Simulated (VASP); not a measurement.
A 63-atom supercell of C (diamond) holds Al on the C site with a neighbouring C vacancy in charge state -2. It is relaxed twice, with the total moment held at 1 and at 3 μB. Computed with PBE GGA, VASP's PBE PAW potentials (set 64) (plane waves; VASP). Numerical set-up: PREC = Normal, LREAL = Auto, ISYM = 0, NELECT = 253.0, EDIFF = 1E-5, 400 eV cut-off, 1×1×1 Γ-centred mesh, Gaussian smearing of 0.050 eV, potentials C Al.

The cell is charged, with a uniform compensating background. The supercell is sampled at Γ alone, which is coarse: total energies, pressure and levels can be off, energies of defects by several tenths of an eV.

**Question.** Which spin state lies lower, and by how much?

**Answer.** The state with 1 μB lies lower, by 2.42 eV.

The cell is a supercell with a defect, built from C (diamond).
